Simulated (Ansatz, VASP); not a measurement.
# Ti3Ga in two plane-wave programs, part 2 of 2

Aim: how closely do two programs agree when they are given the same cell, functional and k mesh?  Valence electrons are named where the data sets of a main pair hold unlike numbers.

VASP 6.6.1 and Ansatz 0.2.0.

So far: Set-up; VASP: single point, PBEsol.

### 3. Ansatz: single point, PBEsol

Level of this step: Ansatz beside VASP: Kohn-Sham DFT, plane waves, PBEsol (Ansatz).

Ansatz runs on its default PAW (the set named soft_2) files.

The same cell, functional, mesh and smearing now go to Ansatz, which takes its cutoff from its data sets.

input.yaml

```yaml
crystal:
  lattice:
    - [3.90397662, 0.0, 0.0]
    - [0.0, 3.90397662, 0.0]
    - [0.0, 0.0, 25.659119325]
  atoms:
    - { symbol: Ti, position: [0.5, 0.0, 0.29229374] }
    - { symbol: Ti, position: [0.0, 0.5, 0.29229374] }
    - { symbol: Ti, position: [0.0, 0.0, 0.37537625] }
    - { symbol: Ti, position: [0.0, 0.5, 0.45845875] }
    - { symbol: Ti, position: [0.5, 0.0, 0.45845875] }
    - { symbol: Ti, position: [0.5, 0.5, 0.5382757278] }
    - { symbol: Ti, position: [0.5, 0.0, 0.6222962455] }
    - { symbol: Ti, position: [0.0, 0.5, 0.6222962455] }
    - { symbol: Ti, position: [0.0, 0.0, 0.6995752525] }
    - { symbol: Ga, position: [0.5, 0.5, 0.37537625] }
    - { symbol: Ga, position: [0.0, 0.0, 0.5394358202] }
    - { symbol: Ga, position: [0.5, 0.5, 0.6983271701] }
hamiltonian:
  xc: pbesol
  pseudopotentials: { kind: paw }
kpoints:
  mp_grid: { grid: [5, 5, 1] }
scf:
  occupations: { method: methfessel_paxton, width: 0.2 }
  n_extra_bands: 7
efield:
  axis: 3
  dipole_correction: true
  ramp_width: 0.04
output:
  forces: true
  eigenvalues: true
```

The run is started by

```bash
> ansatz run input.yaml --threads 4 --pin off --max-ram 9216MiB --backend cpu --events-out ev --progress --plain --runs-dir out
```

Numbers of over 12 decimals in the logs are rounded to 6 here.

The log of the run:

```text
scf.n_extra_bands = 7 over 74 filled bands (N_el = 147.0): the run solves 81 bands
Engine: ansatz 0.2.0, aarch64-unknown-linux-gnu
Pseudopotentials: kind: paw
Pseudopotential: Ti, paw, valence charge 12, recommended cutoff 420 eV (normal), Ti.paw.azcp
Pseudopotential: Ga, paw, valence charge 13, recommended cutoff 420 eV (normal), Ga.paw.azcp
Functional definition: PBEsol
  exchange = pbesol_x
  correlation = pbesol_c
Crystal: 12 atoms, lattice volume = 391.071 Å³
Basis set: ecut = 420 eV, 7725 PW (Γ), exchange–correlation on 54×54×360 points (8 copies of the dense FFT grid, shifted against one another)
Bands: 81, of which v1, the nominal top of the filled ones, is band 74 counted from 1 (73 counted from 0)
Symmetry: 8 space group operations
Space group: P4mm (ITA 99), of the structure as read, at distance tolerance 7.3e-5 Å
k-points: 6 of 25
Non-local potential: Ti, projectors of the file, l = 0: 3, l = 1: 2, l = 2: 3, l = 3: 1
Non-local potential: Ga, projectors of the file, l = 0: 2, l = 1: 2, l = 2: 3, l = 3: 1
PAW form: soft (Blöchl's): semilocal exchange-correlation on the pseudo side does not see the compensation charge
PAW frozen core: Ti, regenerated for the run's functional, and the local potential with it (the file was generated under x = pbe(κ = 0.804, μ = 0.219515), c = pbe(β = 0.066725))
PAW frozen core: Ga, regenerated for the run's functional, and the local potential with it (the file was generated under x = pbe(κ = 0.804, μ = 0.219515), c = pbe(β = 0.066725))
PAW one-centre angular grid: Ti, 590 points (default); XC on 64 Gauss nodes
PAW one-centre angular grid: Ga, 590 points (default); XC on 64 Gauss nodes
Initial density: superposition of atomic densities (neutral atoms: chi_scale 0, normalization atom), corrected by the library's trained network
Initial wavefunctions: pseudopotential atomic-orbital guess
Functional: x = pbesol(κ = 0.804, μ = 0.123457), c = pbesol(β = 0.046)
SCF iter   1: F=—  HF=-33494.987600 eV  |F-HF|=—  |Δ(HF+E_count)|=         —  Δρ=9.80e-3  dr2=2.81e0  ethr=1.77e-3  p=0.008 e·Å  D=3.66e-3 V/Å  ΔV_dip=-0.09 eV  dr2_dipole=1.08e-3  V_vac-E_F(+/−)=3.89/3.98 eV  ⟨swp⟩=7.8  Hψ=2078  notcnv=0
efield: sawtooth ramp at fractional position 0.9759 (placed from the atoms, in the widest stretch of the axis that holds none; the zero of the levels goes with the place), width 0.0400; the density the first Hamiltonian is built on has a dipole p = 0.008 e·Å; the dipole correction subtracts the counter field D = 3.66e-3 V/Å, which shifts the + side's vacuum level by -0.09 eV against the − side's; the planar-averaged density in the ramp window peaks in size at 9.4e-5 e/Å³
preconditioner: auto → LDOS  [metal: Δε(μ)=0.053 eV  Ē_g=7.464 eV  σ=0.200 eV  W_gap=0.22  n_scr=82 (ndim 8)  ℏωp=16.3 eV  f_vac=0.451  D(μ)=14.11/eV (n_scr^D=124)  β→1.0]
SCF iter   2: F=—  HF=-33494.921458 eV  |F-HF|=—  |Δ(HF+E_count)|=   6.61e-2  S|Δr|=    0.00e0  Δρ=5.00e-3  dr2=2.05e-1  ethr=1.77e-3  p=0.024 e·Å  D=1.11e-2 V/Å  ΔV_dip=-0.29 eV  dr2_dipole=3.70e-4  V_vac-E_F(+/−)=4.01/4.30 eV  ⟨swp⟩=2.0  Hψ=626  notcnv=0
SCF iter   3: F=—  HF=-33494.908881 eV  |F-HF|=—  |Δ(HF+E_count)|=   1.26e-2  S|Δr|=    0.00e0  Δρ=1.13e-3  dr2=2.14e-2  ethr=1.40e-4  p=0.023 e·Å  D=1.07e-2 V/Å  ΔV_dip=-0.27 eV  dr2_dipole=1.49e-4  V_vac-E_F(+/−)=4.00/4.27 eV  ⟨swp⟩=2.0  Hψ=630  notcnv=0
SCF iter   4: F=—  HF=-33494.907922 eV  |F-HF|=—  |Δ(HF+E_count)|=   9.59e-4  S|Δr|=    0.00e0  Δρ=4.31e-4  dr2=4.18e-3  ethr=1.45e-5  p=0.027 e·Å  D=1.26e-2 V/Å  ΔV_dip=-0.32 eV  dr2_dipole=2.63e-3  V_vac-E_F(+/−)=4.00/4.32 eV  ⟨swp⟩=2.0  Hψ=613  notcnv=0
SCF iter   5: F=—  HF=-33494.907882 eV  |F-HF|=—  |Δ(HF+E_count)|=   4.02e-5  S|Δr|=    0.00e0  Δρ=1.15e-4  dr2=2.38e-4  ethr=2.84e-6  p=0.029 e·Å  D=1.36e-2 V/Å  ΔV_dip=-0.35 eV  dr2_dipole=2.57e-4  V_vac-E_F(+/−)=3.99/4.34 eV  ⟨swp⟩=2.0  Hψ=593  notcnv=0
SCF iter   6: F=—  HF=-33494.907896 eV  |F-HF|=—  |Δ(HF+E_count)|=   1.43e-5  S|Δr|=    0.00e0  Δρ=1.09e-4  dr2=1.21e-4  ethr=1.62e-7  p=0.032 e·Å  D=1.48e-2 V/Å  ΔV_dip=-0.38 eV  dr2_dipole=7.53e-5  V_vac-E_F(+/−)=3.99/4.36 eV  ⟨swp⟩=2.5  Hψ=737  notcnv=0
SCF iter   7: F=—  HF=-33494.907888 eV  |F-HF|=—  |Δ(HF+E_count)|=   7.71e-6  S|Δr|=    0.00e0  Δρ=5.56e-5  dr2=5.71e-5  ethr=8.22e-8  p=0.033 e·Å  D=1.55e-2 V/Å  ΔV_dip=-0.40 eV  dr2_dipole=1.04e-5  V_vac-E_F(+/−)=3.98/4.38 eV  ⟨swp⟩=2.2  Hψ=718  notcnv=0
SCF iter   8: F=—  HF=-33494.907541 eV  |F-HF|=—  |Δ(HF+E_count)|=   3.47e-4  S|Δr|=    0.00e0  Δρ=3.29e-5  dr2=2.98e-5  ethr=3.89e-8  p=0.034 e·Å  D=1.58e-2 V/Å  ΔV_dip=-0.41 eV  dr2_dipole=7.76e-6  V_vac-E_F(+/−)=3.98/4.38 eV  ⟨swp⟩=2.0  Hψ=702  notcnv=0
SCF iter   9: F=—  HF=-33494.907542 eV  |F-HF|=—  |Δ(HF+E_count)|=   8.23e-7  S|Δr|=    0.00e0  Δρ=1.69e-5  dr2=7.19e-6  ethr=2.03e-8  p=0.035 e·Å  D=1.61e-2 V/Å  ΔV_dip=-0.41 eV  dr2_dipole=3.09e-6  V_vac-E_F(+/−)=3.98/4.39 eV  ⟨swp⟩=2.0  Hψ=715  notcnv=0
SCF iter  10: F=—  HF=-33494.907542 eV  |F-HF|=—  |Δ(HF+E_count)|=   1.05e-7  S|Δr|=    0.00e0  Δρ=5.48e-6  dr2=5.69e-7  ethr=4.89e-9  p=0.035 e·Å  D=1.62e-2 V/Å  ΔV_dip=-0.41 eV  dr2_dipole=1.88e-7  V_vac-E_F(+/−)=3.98/4.39 eV  ⟨swp⟩=2.0  Hψ=646  notcnv=0
SCF iter  11: F=-33494.907542 eV  HF=-33494.907542 eV  |F-HF|=6.29e-9  |Δ(HF+E_count)|=   5.60e-8  S|Δr|=    0.00e0  Δρ=1.34e-6  dr2=1.33e-8  ethr=6.80e-11  p=0.035 e·Å  D=1.62e-2 V/Å  ΔV_dip=-0.42 eV  dr2_dipole=6.26e-9  V_vac-E_F(+/−)=3.98/4.39 eV  ⟨swp⟩=5.2  Hψ=2107  notcnv=0
SCF 1 converged in 11 iterations: F = -33494.907542 eV  dr2 = 1.33e-8
  greatest PAW one-centre occupation: 0.999 electrons in one spin orbital (limit 2), on the Ti atom at site 7 (counted from 0), in its partial waves of l = 0
SCF converged after 11 iterations
Stability not checked: this state was not tested for a lower state beside it, because cold or Methfessel-Paxton smearing, or corrected tetrahedra, fill the levels in a way that the test cannot read (fill_not_monotonic; see scf.lower_state_search)
Free energy (F): -33494.907542 eV
Harris-Foulkes:  -33494.907542 eV  (|F-HF|=6.29e-9)
Internal energy: -33494.891653 eV  (E = F + TS)
E sigma→0 (E₀):  -33494.903570 eV
Entropy (-TS):   -0.015889 eV (-1.324 meV/atom)
Fermi energy:    4.708769 eV
Dipole field:    D = 0.016111 V/Å  (p = 0.034819 e·Å, saw-weighted, corrected)
Work function:   Φ+ = 3.9771 eV   Φ− = 4.3905 eV
Levels:          The Fermi level and band energies are counted from a zero that moves with the ramp; work functions are not
--- Per-component energies (eV) ---
  E_band       = -2613.253422
  E_kinetic    = 2803.831661
  E_local      = -157593.106621  (includes V_loc(G=0)·N_el)
  E_nonlocal   = 1360.380109
  E_hartree    = 77422.267668
  E_xc         = -1077.622997
  E_vxc        = -1269.993241  (∫ρ·V_xc dr)
  E_paw        = -15045.657548  (= ΣΔE_a)
  E_vpaw       = -2758.759990  (= ΣTr[D̂ρ^β])
  E_aug_tail   = 0.000790  (compensation charges beyond the density's cutoff)
  E_efield     = 0.000280  (sawtooth field / dipole correction)
  E_vefield    = -0.156667  (∫n·V_field dr)
  E_ewald      = 58631.171611
  E_core_change = 3.843392  (= ΣΔE_core)
  E_smearing   = -0.015889  (= −TS)
  E_closure    = 0.000000  (closes the sum)
  Σ components = -33494.907542   (vs F -33494.907542, Δ=0.00e0)
--- Forces (eV/Å), atoms counted from 1 ---
  atom   1  Ti    -0.00000000     0.00000000     0.74909727
  atom   2  Ti    -0.00000000     0.00000000     0.74909727
  atom   3  Ti    -0.00000000     0.00000000    -0.84793065
  atom   4  Ti     0.00000000     0.00000000    -0.19042948
  atom   5  Ti     0.00000000     0.00000000    -0.19042948
  atom   6  Ti    -0.00000000     0.00000000     0.05447372
  atom   7  Ti    -0.00000000     0.00000000    -0.05750541
  atom   8  Ti    -0.00000000     0.00000000    -0.05750541
  atom   9  Ti     0.00000000     0.00000000     0.16305071
  atom  10  Ga     0.00000000     0.00000000    -0.34925061
  atom  11  Ga     0.00000000     0.00000000     0.02655323
  atom  12  Ga    -0.00000000     0.00000000    -0.04915356
  max |Σ_I F_I| component: 6.76e-5 eV/Å
--- Band table (eV; the first three rows and the last of 6) ---
  k-point 0: bands = [... 70 lower, 4.0083, 4.3466, 4.6409, 4.7508, 4.9616, 5.1315, 5.2089, 5.2089, ... 3 higher]
  k-point 1: bands = [... 70 lower, 4.1643, 4.3867, 4.6754, 4.7521, 4.7705, 4.8571, 5.0696, 5.0729, ... 3 higher]
  k-point 2: bands = [... 70 lower, 4.3116, 4.5357, 4.6992, 5.0221, 5.0606, 5.1896, 5.2122, 5.3482, ... 3 higher]
  k-point 5: bands = [... 70 lower, 4.3454, 4.4833, 4.5537, 4.7586, 4.9344, 4.9796, 5.0589, 5.1510, ... 3 higher]
```

It took 6.7 s on 4 threads of Arm Neoverse V1, shared host; peak memory 0.93 GiB; 26 s of CPU time.

### 4. Differences

Known differences besides the potentials themselves: the data sets hold 147 valence electrons in Ansatz (on its default PAW (the set named soft_2) files) and 45 in VASP; the cutoff is 420 eV in Ansatz and 300 eV in VASP (PREC = Normal); Ansatz makes its cores anew for this functional, VASP keeps those of its PBE data sets; VASP leaves aspherical gradient terms in its spheres out (LASPH is not set), Ansatz keeps them. Total energies have different zeros and are not compared.

The two programs side by side:

```
                                   quantity  Ansatz  VASP  difference
 work function, lower of the two faces (eV)    3.98  3.97       +0.01
work function, higher of the two faces (eV)    4.39  4.38       +0.02
```

Forces on 9 of the 12 atoms, those with the largest forces and the largest differences (eV/Å; atoms numbered as in POSCAR):

| atom | Ansatz x, y, z | VASP x, y, z |
| --- | --- | --- |
| Ti1 | 0.000, 0.000, 0.749 | 0.000, 0.000, 0.788 |
| Ti2 | 0.000, 0.000, 0.749 | 0.000, 0.000, 0.788 |
| Ti3 | 0.000, 0.000, -0.848 | 0.000, 0.000, -0.869 |
| Ti4 | 0.000, 0.000, -0.190 | 0.000, 0.000, -0.177 |
| Ti5 | 0.000, 0.000, -0.190 | 0.000, 0.000, -0.177 |
| Ti7 | 0.000, 0.000, -0.058 | 0.000, 0.000, -0.004 |
| Ti8 | 0.000, 0.000, -0.058 | 0.000, 0.000, -0.004 |
| Ti9 | 0.000, 0.000, 0.163 | 0.000, 0.000, 0.007 |
| Ga10 | 0.000, 0.000, -0.349 | 0.000, 0.000, -0.360 |

The forces differ by 32 meV/Å r.m.s., which is 12.8 % of the r.m.s. force of 0.247 eV/Å (both taken over all components). VASP's log warns that it found no field-free region in the vacuum, so its work functions are uncertain. With vacuum in the cell, a pressure given here is an average over mostly empty space and none of the material.

### 5. Further runs

Further runs change the set-up of one program: Ansatz's method, potentials or start, or VASP's data sets, cutoff or form of LDA. The table gives Ansatz less VASP for each quantity, since a change that brings one quantity closer may part another.

```csv
run,r.m.s. force difference (meV/Å),"work function, lower of the two faces (eV)","work function, higher of the two faces (eV)"
as above,32,0.0098,0.015
cores kept as stored,32,0.0097,0.015
norm-conserving potentials (cutoff 1143 eV),31,0.0087,0.020
```

### 6. What came out

```yaml
r_m_s_force_difference_single_point_pbesol: 13 % of the r.m.s. force
```

**Reading.** The r.m.s. force difference is 13 % of the r.m.s. force (single point, PBEsol), beyond the 3 % picked in this series as the mark of a large difference. The data sets hold unlike numbers of valence electrons (147 in Ansatz and 45 in VASP), so part of the differences comes from the potentials. Single point, PBEsol, norm-conserving potentials (cutoff 1143 eV): the difference in work function, higher of the two faces goes from 0.015 to 0.020 eV. 1 further run of this series is not shown here. Such differences can come from data sets, numerical settings and the points named under the comparisons, not from the functional's error against experiment.

[Lines on the potential files, build, host, timing and source positions are cut from VASP's logs without a mark.]

[Logs are printed without paths, hosts, clocks, repeated set-up lines and the standing remarks that a program may print on its own settings, such as how far it seeks lower states.]

[Hosts, paths, dates, database ids (printed as entryN), source tags and the programs' standing remarks are cut or masked in the printed files.]
